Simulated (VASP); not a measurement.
Computed with AM05 GGA, VASP's PBE PAW potentials (set 64) (plane waves; VASP).

The input files of a VASP run:

### INCAR
```
! general
SYSTEM =KI
PREC   =Accurate
ENCUT  =520   ! plane-wave cut-off (eV)
LREAL  =.FALSE.   ! projection in real space or not
LASPH  =.TRUE.   ! aspherical one-centre terms

! electronic loop
EDIFF  =1E-6   ! SCF stop (eV)
NELM   =100   ! most electronic steps
ALGO   =Normal
LMAXMIX=4   ! l cut-off of mixed one-centre charges

! smearing
ISMEAR =0   ! Gaussian
SIGMA  =0.05   ! width (eV)

! functional
GGA    =AM

! ions
IBRION =2
NSW    =60
ISIF   =3   ! ions, shape and volume
EDIFFG =-0.01   ! ionic stop

! output
LWAVE  =.FALSE.
LCHARG =.FALSE.
```

POSCAR:
```
KI
1
   -0.0000000000     3.5767812751     3.5767812751
    3.5767812751    -0.0000000000     3.5767812751
    3.5767812751     3.5767812751     0.0000000000
K I
1 1
Direct
  0.0000000000   0.0000000000   0.0000000000
  0.5000000000   0.5000000000   0.5000000000
```

**KPOINTS**
```
Automatic
0
Gamma
6 6 6
0 0 0
```

POTCAR, in this order: K_sv I (PBE.64 set). Program: vasp_std.

The resulting files:

OSZICAR:
```
       N       E                     dE             d eps       ncg     rms          rms(c)
DAV:   1     0.914424804896E+02    0.91442E+02   -0.64347E+03   384   0.111E+03
DAV:   2     0.361904696054E+00   -0.91081E+02   -0.85607E+02   456   0.244E+02
DAV:   3    -0.529303099860E+01   -0.56549E+01   -0.56263E+01   484   0.563E+01
DAV:   4    -0.556233490110E+01   -0.26930E+00   -0.26906E+00   716   0.108E+01
DAV:   5    -0.556308324225E+01   -0.74834E-03   -0.74832E-03   484   0.594E-01    0.268E+00
DAV:   6    -0.546542658713E+01    0.97657E-01   -0.14893E-01   472   0.264E+00    0.194E+00
DAV:   7    -0.546332879491E+01    0.20978E-02   -0.15925E-01   476   0.231E+00    0.905E-01
DAV:   8    -0.547302796822E+01   -0.96992E-02   -0.21381E-02   456   0.115E+00    0.230E-01
DAV:   9    -0.547299462336E+01    0.33345E-04   -0.12624E-03   504   0.209E-01    0.864E-02
DAV:  10    -0.547369101207E+01   -0.69639E-03   -0.99883E-04   436   0.210E-01    0.680E-02
DAV:  11    -0.547371762828E+01   -0.26616E-04   -0.73305E-05   540   0.509E-02    0.137E-02
DAV:  12    -0.547372751514E+01   -0.98869E-05   -0.17683E-05   444   0.343E-02    0.212E-02
DAV:  13    -0.547372973617E+01   -0.22210E-05   -0.29773E-06   492   0.143E-02    0.693E-03
DAV:  14    -0.547373027087E+01   -0.53470E-06   -0.11328E-06   420   0.736E-03
   1 F= -.54737303E+01 E0= -.54737303E+01  d E =-.547373E+01
```

### OUTCAR
```
------------------------ aborting loop because EDIFF is reached ----------------------------------------
  FORCE on cell =-STRESS in cart. coord.  units (eV):
  Direction    XX          YY          ZZ          XY          YZ          ZX
  --------------------------------------------------------------------------------------
  Total        0.0046892      0.0046892      0.0046892      0.0000000      0.0000000     -0.0000000
  in kB        0.0820929      0.0820929      0.0820929      0.0000000      0.0000000     -0.0000000
  external PRESSURE =       0.0820929 kB  Pullay stress =       0.0000000 kB
  volume of cell :       91.52
      direct lattice vectors                 reciprocal lattice vectors
     0.000000000  3.576781275  3.576781275    -0.139790488  0.139790488  0.139790488
     3.576781275  0.000000000  3.576781275     0.139790488 -0.139790488  0.139790488
     3.576781275  3.576781275  0.000000000     0.139790488  0.139790488 -0.139790488
  FREE ENERGIE OF THE ION-ELECTRON SYSTEM (eV)
  ---------------------------------------------------
  free  energy   TOTEN  =        -5.4737302709 eV

  energy  without entropy=       -5.4737302709  energy(sigma->0) =       -5.47373027

 reached required accuracy - stopping structural energy minimisation
```
(Selected blocks of OUTCAR.)

The compound is KI in the rock salt structure. It was relaxed first. The start is the result of an earlier pass.
